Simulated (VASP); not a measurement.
Consider the following.

```yaml
crystal:
  lattice:
    - [0.00000, 2.41909, 2.41909]
    - [2.41909, 0.00000, 2.41909]
    - [2.41909, 2.41909, 0.00000]
  atoms:
    - { symbol: Tm, position: [0.00000, 0.00000, 0.00000] }
```

Calculation: PBEsol GGA, VASP's PBE PAW potentials (set 64) (plane waves; VASP). Run with 400 eV cut-off, Gaussian smearing of 0.050 eV, potentials Tm_3.

The 4f electrons are frozen in the core of the lanthanide potential, so 4f levels, which can set the real gap, and their magnetism are missing.

Task: What does the run give for the band gap (along the path) with the smallest direct gap where there is one?

Result: 
```yaml
band gap (along the path): none (metal, semimetal or under 0.01 eV)
```

Only differences to runs with the same potentials and settings are physical.

The structure was generated: Tm was put into the fcc type (Fm-3m), which need not be its known phase. It was relaxed first, which changed the volume by -6 %.
